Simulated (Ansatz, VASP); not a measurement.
# VGa2 (VGa2 in the AlB2 type) in two plane-wave programs, part 3 of 3

Aim: how closely do two programs agree when they are given the same cell, functional and k mesh? The cell is generated by rule, not measured, and may not be a known phase. Of the first pair: The cell is taken from a series of runs on this material, whose earlier steps may have relaxed, scaled, displaced or heated it; both programs get it as it stands.

VASP 6.6.1 and Ansatz 0.2.0.

So far: VASP: relaxation of cell and atoms, PBEsol, pair 1; Ansatz: relaxation of cell and atoms, PBEsol, pair 1; Comparison; VASP: relaxation of cell and atoms, PBEsol, pair 2; Ansatz: relaxation of cell and atoms, PBEsol, pair 2; Differences.

**8. VASP: zone-centre phonons, PBEsol**

Level of this step: PBEsol, no spin polarisation; plane waves and PAW (V_sv, Ga_d); invented cell (VASP).

Second derivatives magnify differences that forces hide, and they need a tight electronic threshold.

The input, INCAR:

```
SYSTEM = VGa2
PREC = Accurate
ENCUT = 500
EDIFF = 1E-08
NELM = 120
ISMEAR = 1
SIGMA = 0.2
LREAL = .FALSE.
ALGO = Normal
GGA = PS
NBANDS = 25
LASPH = .TRUE.
LORBIT = 11
LWAVE = .FALSE.
LCHARG = .FALSE.
ISIF = 2
IBRION = 8
GGA_COMPAT = .FALSE.
KPAR = 2
```

The input, POSCAR:

```
VGa2
1.0
    4.3194453870      0.0000000000      0.0000000000
   -2.1597226935      3.7407494354      0.0000000000
    0.0000000000      0.0000000000      2.6168216347
V Ga
1 2
Direct
    0.0000000000      0.0000000000      0.0000000000
    0.3333333333      0.6666666667      0.5000000000
    0.6666666667      0.3333333333      0.5000000000
```

The input, KPOINTS:

```
Automatic mesh
0
Gamma
4 4 6
0 0 0
```

The projector-augmented-wave data sets are V_sv and Ga_d (PBE family, release 64).

Started as:

```sh
> mpirun -np 2 vasp_std
```

Numbers of over 12 decimals in the logs are rounded to 6 here.

The program printed:

```text
[... set-up lines as in an earlier step ...]
 entering main loop
       N       E                     dE             d eps       ncg     rms          rms(c)
DAV:   1     0.279283051796E+03    0.27928E+03   -0.19240E+04   848   0.274E+03
DAV:   2     0.426813640878E+01   -0.27501E+03   -0.27098E+03   808   0.506E+02
DAV:   3    -0.182184118416E+02   -0.22487E+02   -0.22174E+02   949   0.137E+02
DAV:   4    -0.187114187856E+02   -0.49301E+00   -0.49151E+00   956   0.229E+01
[...]
DAV:  13    -0.165627689954E+02    0.22017E-06   -0.23180E-06  1014   0.110E-02    0.138E-03
DAV:  14    -0.165627690018E+02   -0.63910E-08   -0.13889E-07  1008   0.383E-03    0.556E-04
DAV:  15    -0.165627690094E+02   -0.76298E-08   -0.21587E-08   590   0.101E-03
   1 F= -.16562769E+02 E0= -.16561662E+02  d E =-.332010E-02
 Linear response reoptimize wavefunctions to high precision
DAV:   1    -0.165627690079E+02    0.15107E-08   -0.99251E-10   506   0.306E-04
DAV:   2    -0.165627690077E+02    0.17735E-09   -0.21096E-10   432   0.142E-04
[...]
RMM:  22    -0.170167033631E+00   -0.21279E-08   -0.14250E-07  2983   0.166E-04    0.119E-07
RMM:  23    -0.170167031606E+00    0.20244E-08   -0.12920E-07  3017   0.166E-04    0.138E-07
RMM:  24    -0.170167033756E+00   -0.21499E-08   -0.15236E-07  2962   0.166E-04    0.626E-08
 first order change of Fermi-energy   0.48057E-04
 force on displaced ion       2 direction 1 :  -7.553   0.002   0.000
 Linear response progress:
  Degree of freedom:   4/  4
       N       E                     dE             d eps       ncg     rms          rms(c)
RMM:   1    -0.155768809110E+00   -0.15577E+00    0.17520E-01  1122   0.785E+00
RMM:   2    -0.154810137656E+00    0.95867E-03   -0.18410E-02  1588   0.101E+00    0.408E-02
RMM:   3    -0.154950680994E+00   -0.14054E-03   -0.30158E-03  1676   0.322E-01    0.253E-02
RMM:   4    -0.154829218623E+00    0.12146E-03   -0.17729E-04  1700   0.892E-02    0.468E-03
[...]
RMM:   9    -0.154823502275E+00   -0.12401E-06   -0.33597E-08  1820   0.842E-04    0.422E-05
RMM:  10    -0.154823523402E+00   -0.21128E-07   -0.96276E-09  1769   0.413E-04    0.139E-05
RMM:  11    -0.154823522938E+00    0.46492E-09   -0.12862E-08  1806   0.251E-04    0.310E-06
 first order change of Fermi-energy  -0.95924E-04
 force on displaced ion       2 direction 3 :   0.000  -0.000  -1.654
 Linear response finished
```

OUTCAR, selected parts (step 8):

```text
  Total       -0.0838736     -0.0838736      0.0600138      0.0000000      0.0000000      0.0000000
  in kB       -3.1781540     -3.1781540      2.2740568      0.0000000      0.0000000      0.0000000
  external PRESSURE =      -1.3607504 kB  Pullay stress =       0.0000000 kB

 POSITION                                       TOTAL-FORCE (eV/Angst)
 -----------------------------------------------------------------------------------
      0.00000      0.00000      0.00000        -0.000000      0.000000      0.000000
     -0.00000      2.49383      1.30841         0.000000      0.000000     -0.000000
      2.15972      1.24692      1.30841        -0.000000      0.000000      0.000000
 -----------------------------------------------------------------------------------
    total drift:                               -0.000000      0.000000      0.000000

[... 2 further parts left out ...]
```

Energies printed during the response cycles are not total energies of the cell. The k-mesh is coarse for a metal.

**9. Ansatz: zone-centre phonons, PBEsol**

The same cell, functional, mesh and smearing now go to Ansatz, which takes its cutoff from its data sets.

The cell is taken from a series of runs on this material, whose earlier steps may have relaxed, scaled, displaced or heated it; both programs get it as it stands.

The input, input.yaml:

```yaml
crystal:
  lattice:
    - [4.319445387, 0.0, 0.0]
    - [-2.1597226935, 3.7407494354, 0.0]
    - [0.0, 0.0, 2.6168216347]
  atoms:
    - { symbol: V, position: [0.0, 0.0, 0.0] }
    - { symbol: Ga, position: [0.3333333333, 0.6666666667, 0.5] }
    - { symbol: Ga, position: [0.6666666667, 0.3333333333, 0.5] }
kpoints:
  mp_grid: { grid: [4, 4, 6] }
hamiltonian:
  xc: pbesol
  pseudopotentials: { kind: paw, azcp: { folder: soft_1 }, xc_functional: pbe }
scf:
  occupations: { method: methfessel_paxton, width: 0.2 }
output:
  eigenvalues: true
phonons:
  method: dfpt
  qmesh: [2, 2, 2]
  temperatures: { t_max: 1000, t_step: 50 }
  qpath:
    path:
      - [[0.0, 0.0, 0.0], [0.5, 0.0, 0.0], [0.33333333, 0.33333333, 0.0], [0.0, 0.0, 0.0], [0.0, 0.0, 0.5], [0.5, 0.0, 0.5], [0.33333333, 0.33333333, 0.5], [0.0, 0.0, 0.5]]
      - [[0.5, 0.0, 0.5], [0.5, 0.0, 0.0]]
      - [[0.33333333, 0.33333333, 0.5], [0.33333333, 0.33333333, 0.0]]
    npoints: 10
```

Started as:

```sh
> ansatz run input.yaml --threads 4 --pin off --max-ram 12288MiB --backend cpu --events-out ev --progress --plain --runs-dir out
```

The program printed:

```text
[...]
Crystal: 3 atoms, lattice volume = 42.283 Å³
Basis set: ecut = 420 eV, 831 PW (Γ), exchange–correlation on 60×60×36 points (8 copies of the dense FFT grid, shifted against one another)
Bands: 24, of which v1, the nominal top of the filled ones, is band 20 counted from 1 (19 counted from 0)
Symmetry: 24 space group operations
k-points: 16 of 96
[...]
largest difference from the sums on the solved wave vectors: F 5.18e-2 eV, S 8.07e-5 and C_V 2.90e-5 eV/K
  zero-point energy: 0.093514 eV/cell   skipped modes (ω ≤ 0): 27, of them read as no rigid motion or as one in doubt: 24 (3.858e-2 modes/cell left out, lowest -26.44 cm⁻¹)   left out of the sums: 4.33e-3 of the cell's modes: C_V's classical limit lies that fraction below 3 k_B per atom; for a crystal, a wire or a layer, F and S can be off by more, and a phonons.interpolated_qmesh denser along its periods is the remedy for the sampling
[key lines of the parts left out:]
SCF converged after 10 iterations
Free energy (F): -10371.930660 eV
Fermi energy:    14.497454 eV
```

**10. Comparison**

What differs besides the data sets and the points named for the pairs above, as far as they apply: VASP's run holds the zone centre alone. Total energies have different zeros and are not compared.

Compared:

```csv
quantity,Ansatz,VASP,difference
optical mode 1 (cm⁻¹),75.5,74.2,+1.73 %
optical mode 2 (cm⁻¹),166.8,166.7,+0.05 %
optical mode 3 to 4 (cm⁻¹),173.6,174.2,-0.35 %
optical mode 5 to 6 (cm⁻¹),224.6,225.3,-0.31 %
```

Modes are paired by rising frequency, not by their patterns, so a pair may set unlike modes beside each other; they are those without the splitting of longitudinal modes.

**11. Results**

* difference in volume (relaxation of cell and atoms, PBEsol, pair 1): -0.11 %
* difference in volume (relaxation of cell and atoms, PBEsol, pair 2): -0.13 %
* r.m.s. difference of the optical zone-centre modes, each program's sorted by frequency (zone-centre phonons, PBEsol): 0.75 cm⁻¹
* difference in optical mode 1 (zone-centre phonons, PBEsol): +1.7 %

**Reading.** The difference in volume is -0.13 % (relaxation of cell and atoms, PBEsol, pair 2), within the 1.2 % picked in this series as the mark of a large difference, as far as the stopping tolerances let one tell. Among the rows given in per cent, the largest difference of the zone-centre phonons, PBEsol pair is in optical mode 1, +1.7 %. How closely two codes agree says nothing of how well the functional describes the real material.

[Lines on the potential files, build, host, timing and source positions are cut from VASP's logs without a mark.]

[Logs are printed without paths, hosts, clocks, repeated set-up lines and the standing remarks that a program may print on its own settings, such as how far it seeks lower states.]

[Hosts, paths, dates, database ids (printed as entryN), source tags and the programs' standing remarks are cut or masked in the printed files.]
